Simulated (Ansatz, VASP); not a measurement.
## CdSnSeS in two plane-wave programs

Wanted: the spread between two codes on one cell, functional and k mesh. The cell is invented: As first built, before any earlier steps moved the atoms (in the runner's words): it takes the SnTePbSe structure with some of its atoms replaced by other elements, volume scaled by an estimate. It may not be a known or stable phase. The cell is taken from a series of VASP runs on this material, whose earlier steps may have relaxed, scaled or displaced it; both programs get it as it stands.

Main program and level: Ansatz 0.2.0; plane waves, with VASP 6.6.1 beside it; relaxation of cell and atoms at BLYP.

## (1) Set-up

It takes space group R3m (No. 160, trigonal). Conventional cell: a = 4.220 Å, b = 4.220 Å, c = 20.417 Å, α = 90.00°, β = 90.00°, γ = 120.00°. Nearest to Sn lie 3 S at 2.94 Å and 3 Se at 3.14 Å. Nearest to Cd lie 3 Se at 2.88 Å and 3 S at 2.94 Å. Nearest to Se lie 3 Cd at 2.88 Å and 3 Sn at 3.14 Å. Nearest to S lie 3 Cd at 2.94 Å and 3 Sn at 2.94 Å. As first built, before any earlier steps moved the atoms (in the runner's words): sites of the SnTePbSe structure (space group 160) filled with other elements, volume scaled by an estimate. Farther neighbours and most contacts between anions are not listed.

Structure file:

```cif
data_structure
_symmetry_space_group_name_H-M 'R3m:H'
_symmetry_Int_Tables_number 160
_cell_length_a 4.2196
_cell_length_b 4.2196
_cell_length_c 20.4172
_cell_angle_alpha 90.000
_cell_angle_beta 90.000
_cell_angle_gamma 120.000
_cell_volume 314.83
loop_
_atom_site_label
_atom_site_type_symbol
_atom_site_symmetry_multiplicity
_atom_site_Wyckoff_symbol
_atom_site_fract_x
_atom_site_fract_y
_atom_site_fract_z
_atom_site_occupancy
Sn1 Sn 3 a 0.33333 0.66667 0.16116 1
Cd1 Cd 3 a 0.00000 0.00000 0.00005 1
Se1 Se 3 a 0.00000 0.00000 0.25833 1
S1 S 3 a 0.66667 0.33333 0.08046 1
```

## (2) VASP: relaxation of cell and atoms, BLYP

The relaxed volume is the usual yardstick between codes: its relative difference is about their pressure difference at one cell divided by the bulk modulus.

Lines of VASP's logs that name or quote its potential files are left out, and so is its time.

File INCAR:

```
SYSTEM = CdSnSeS
PREC = Accurate
ENCUT = 400
EDIFF = 1E-06
NELM = 100
ISMEAR = 0
SIGMA = 0.05
LREAL = .FALSE.
ALGO = Normal
GGA = B5
ALDAX = 1
AGGAX = 1
AGGAC = 1
ALDAC = 0
NBANDS = 25
LORBIT = 11
LWAVE = .FALSE.
LCHARG = .FALSE.
KPAR = 2
IBRION = 2
NSW = 60
ISIF = 3
EDIFFG = -0.01
```

File POSCAR:

```
CdSnSeS
1.0
    2.1098165642      1.2181032593      6.8057184161
   -2.1098165642      1.2181032593      6.8057184161
    0.0000000000     -2.4362065186      6.8057184161
Sn Cd Se S
1 1 1 1
Direct
    0.5055058855      0.5055058855      0.5055058855
    0.9999481820      0.9999481820      0.9999481820
    0.7416676960      0.7416676960      0.7416676960
    0.2528782364      0.2528782364      0.2528782364
```

File KPOINTS:

```
Automatic mesh
0
Gamma
7 7 7
0 0 0
```

PAW data sets: Sn_d, Cd, Se and S (PBE family, release 64).

Launch:

```
$ mpirun -np 2 vasp_std
```

Numbers of over 12 decimals in the logs are rounded to 6 here.

The log of the run:

```text
[banner, memory and clock lines left out]
running    2 mpi-ranks, on    1 nodes
 distrk:  each k-point on    1 cores,    2 groups
 distr:  one band on    1 cores,    1 groups

 POSCAR found type information on POSCAR SnCdSeS
 POSCAR found :  4 types and       4 ions
|                                                                             |
|               ----> ADVICE to this user running VASP <----                  |
|                                                                             |
|     You enforced a specific xc type in the INCAR file but a different       |
|     [... a line on the potential file left out ...]
|     I HOPE YOU KNOW WHAT YOU ARE DOING!                                     |
|                                                                             |

 LDA part: xc-table for (Slater(with rela. corr.)+VWN5), standard interpolation
 POSCAR, INCAR and KPOINTS ok, starting setup
 FFT: planning ... GRIDC
 FFT: planning ... GRID_SOFT
 FFT: planning ... GRID
 WAVECAR not read
 entering main loop
       N       E                     dE             d eps       ncg     rms          rms(c)
DAV:   1     0.296727812015E+03    0.29673E+03   -0.16179E+04  2243   0.145E+03
DAV:   2     0.196151764870E+02   -0.27711E+03   -0.26923E+03  2307   0.393E+02
DAV:   3    -0.118931019915E+02   -0.31508E+02   -0.30705E+02  2763   0.126E+02
DAV:   4    -0.128837153572E+02   -0.99061E+00   -0.98870E+00  2441   0.236E+01
DAV:   5    -0.129062100289E+02   -0.22495E-01   -0.22490E-01  2900   0.381E+00    0.620E+00
DAV:   6    -0.117639224444E+02    0.11423E+01   -0.29737E+00  2769   0.129E+01    0.514E+00
DAV:   7    -0.117667559738E+02   -0.28335E-02   -0.51240E-01  2462   0.358E+00    0.283E+00
DAV:   8    -0.117705439357E+02   -0.37880E-02   -0.40155E-02  2666   0.165E+00    0.416E-01
DAV:   9    -0.117700061461E+02    0.53779E-03   -0.86441E-03  2749   0.653E-01    0.119E-01
DAV:  10    -0.117702492880E+02   -0.24314E-03   -0.10642E-03  2385   0.200E-01    0.662E-02
DAV:  11    -0.117703619974E+02   -0.11271E-03   -0.14235E-04  2494   0.737E-02    0.300E-02
DAV:  12    -0.117703751832E+02   -0.13186E-04   -0.16932E-05  2560   0.299E-02    0.115E-02
DAV:  13    -0.117703770238E+02   -0.18407E-05   -0.44660E-06  2548   0.125E-02    0.267E-03
DAV:  14    -0.117703770329E+02   -0.90195E-08   -0.23827E-07  1291   0.304E-03
   1 F= -.11770377E+02 E0= -.11770377E+02  d E =-.117704E+02
[...]
2 F= -.11770838E+02 E0= -.11770838E+02  d E =-.461014E-03
[...]
3 F= -.11770932E+02 E0= -.11770932E+02  d E =-.554565E-03
[...]
4 F= -.11771233E+02 E0= -.11771233E+02  d E =-.301362E-03
 trial-energy change:   -0.000301  1 .order   -0.000284   -0.000439   -0.000129
 step:   1.3509(harm=  1.4831)  dis= 0.00473  next Energy=   -11.771252 (dE=-0.321E-03)
 bond charge predicted
       N       E                     dE             d eps       ncg     rms          rms(c)
DAV:   1    -0.117713415836E+02   -0.10851E-03   -0.85686E-03  2624   0.666E-01    0.639E-02
DAV:   2    -0.117712817375E+02    0.59846E-04   -0.31702E-04  2744   0.171E-01    0.308E-02
DAV:   3    -0.117712651788E+02    0.16559E-04   -0.35564E-05  2902   0.590E-02    0.172E-02
DAV:   4    -0.117712607006E+02    0.44782E-05   -0.51039E-06  2901   0.213E-02    0.524E-03
DAV:   5    -0.117712599396E+02    0.76104E-06   -0.78604E-07  1247   0.798E-03
   5 F= -.11771260E+02 E0= -.11771260E+02  d E =-.328342E-03
 curvature:  -1.18 expect dE=-0.224E-04 dE for cont linesearch -0.211E-05
 trial: gam=-0.09981 g(F)=  0.627E-05 g(S)=  0.127E-04 ort = 0.362E-04 (trialstep = 0.111E+01)
 search vector abs. value=  0.191E-04
 reached required accuracy - stopping structural energy minimisation
```

Parts of OUTCAR (step 2):

```text
ion  position               nearest neighbor table
   1  0.506  0.506  0.506-   4 2.94   4 2.94   4 2.94   3 3.14   3 3.14   3 3.14
   2  1.000  1.000  1.000-   3 2.88   3 2.88   3 2.88   4 2.94   4 2.94   4 2.94
   3  0.742  0.742  0.742-   2 2.88   2 2.88   2 2.88   1 3.14   1 3.14   1 3.14
   4  0.253  0.253  0.253-   2 2.94   2 2.94   2 2.94   1 2.94   1 2.94   1 2.94

  LATTYP: Found a trigonal (rhomboedric) cell.
 ALAT       =     7.2286170630
 COS(alpha) =     0.8296237703

 Subroutine GETGRP returns: Found  6 space group operations
 (whereof  6 operations were pure point group operations)

The static configuration has the point symmetry C_3v.

 Found     44 irreducible k-points:

   k-points           NKPTS =     44   k-points in BZ     NKDIM =     44   number of bands    NBANDS=     25

   dimension x,y,z NGX =    48 NGY =   48 NGZ =   48
   dimension x,y,z NGXF=    96 NGYF=   96 NGZF=   96

   ENCUT  =  400.0 eV  29.40 Ry    5.42 a.u.  11.79 11.79 11.79*2*pi/ulx,y,z

   NELECT =      38.0000    total number of electrons

 k-points in reciprocal lattice and weights: Automatic mesh
   0.00000000  0.00000000  0.00000000       0.003
   0.14285714 -0.00000000  0.00000000       0.017
   0.28571429 -0.00000000  0.00000000       0.017
   0.42857143 -0.00000000  0.00000000       0.017
   0.14285714  0.14285714  0.00000000       0.017
   0.28571429  0.14285714  0.00000000       0.035
   0.42857143  0.14285714 -0.00000000       0.035
  -0.42857143  0.14285714 -0.00000000       0.035
  -0.28571429  0.14285714  0.00000000       0.035
[...]
0.42857143  0.42857143  0.42857143       0.006
  -0.42857143  0.42857143  0.42857143       0.017

 average (electrostatic) potential at core
       1-103.2382       2 -37.7496       3 -53.8057       4 -86.9787

 E-fermi :   4.3859

 k-point     1 :       0.0000    0.0000    0.0000
  band No.  band energies     occupation
    ...
     15       2.4035      2.00000
     16       2.4035      2.00000
     17       2.5510      2.00000
     18       3.1742      2.00000
     19       3.1742      2.00000
     20       5.5838      0.00000
     21       6.7333      0.00000
     22       6.7333      0.00000
     23       7.0300      0.00000
     24      10.5284      0.00000
    ...

 k-point     2 :       0.1429   -0.0000    0.0000
  band No.  band energies     occupation
    ...
     15       1.9439      2.00000
     16       2.2683      2.00000
     17       2.5687      2.00000
     18       2.9606      2.00000
     19       3.5253      2.00000
     20       5.4419      0.00000
     21       6.4188      0.00000
     22       7.0447      0.00000
     23       8.2139      0.00000
     24       9.7801      0.00000
    ...

 k-point     3 :       0.2857   -0.0000    0.0000
  band No.  band energies     occupation
    ...
     15       0.6199      2.00000
     16       1.9806      2.00000
     17       2.3626      2.00000
     18       2.5822      2.00000
     19       3.6103      2.00000
     20       5.3356      0.00000
     21       6.8277      0.00000
     22       7.5185      0.00000
     23       7.9057      0.00000
     24       9.2887      0.00000
    ...

  Total        0.0229222      0.0229222     -0.0012955      0.0000000      0.0000000      0.0000000
  in kB        0.3509090      0.3509090     -0.0198329      0.0000000      0.0000000      0.0000000
  external PRESSURE =       0.2273284 kB  Pullay stress =       0.0000000 kB

  energy-cutoff  :      400.00
  volume of cell :      104.66
      direct lattice vectors                 reciprocal lattice vectors
     2.104171225  1.214843921  6.823698814     0.237623248  0.137191835  0.048849362
    -2.104171225  1.214843921  6.823698814    -0.237623248  0.137191835  0.048849362
     0.000000000 -2.429687841  6.823698814     0.000000000 -0.274383670  0.048849362

 POSITION                                       TOTAL-FORCE (eV/Angst)
 -----------------------------------------------------------------------------------
      0.00000      0.00000     10.34174        -0.000000      0.000000     -0.003732
      0.00000      0.00000      0.00264        -0.000000     -0.000000     -0.004296
      0.00000      0.00000     15.19195         0.000000      0.000000      0.009730
      0.00000      0.00000      5.17031        -0.000000     -0.000000     -0.001702
 -----------------------------------------------------------------------------------
    total drift:                                0.000000     -0.000000      0.000388

  FREE ENERGIE OF THE ION-ELECTRON SYSTEM (eV)
  ---------------------------------------------------
  free  energy   TOTEN  =       -11.7712599396 eV

  energy  without entropy=      -11.7712599396  energy(sigma->0) =      -11.77125994

 reached required accuracy - stopping structural energy minimisation

 total charge
# of ion       s       p       d       tot
------------------------------------------
    1        1.421   0.595   9.984  12.000
    2        0.409   0.203   9.573  10.184
    3        1.476   2.335   0.016   3.827
    4        1.364   2.320   0.000   3.684
--------------------------------------------------
tot          4.669   5.453  19.573  29.695

[... 3 further parts left out ...]
```

CONTCAR:

```
CdSnSeS
   1.00000000000000
     2.1041712254125646    1.2148439206433344    6.8236988141013351
    -2.1041712254125646    1.2148439206433344    6.8236988141013351
     0.0000000000000000   -2.4296878412866687    6.8236988141013351
  Sn              Cd              Se              S
     1     1     1     1
Direct
     0.5051875393194251    0.5051875393194251    0.5051875393194251
     0.0001288602261551    0.0001288602261551    0.0001288602261551
     0.7421171599938778    0.7421171599938778    0.7421171599938778
     0.2525664403605401    0.2525664403605401    0.2525664403605401
```

The run keeps the 6 symmetry operations of its start, so it cannot find a distortion of lower symmetry.

(Part 1 of 2 ends here.)

[Lines on the potential files, build, host, timing and source positions are cut from VASP's logs without a mark.]

[Logs are printed without paths, hosts, clocks, repeated set-up lines and the standing remarks that a program may print on its own settings, such as how far it seeks lower states.]

[Hosts, paths, dates, database ids (printed as entryN), source tags and the programs' standing remarks are cut or masked in the printed files.]
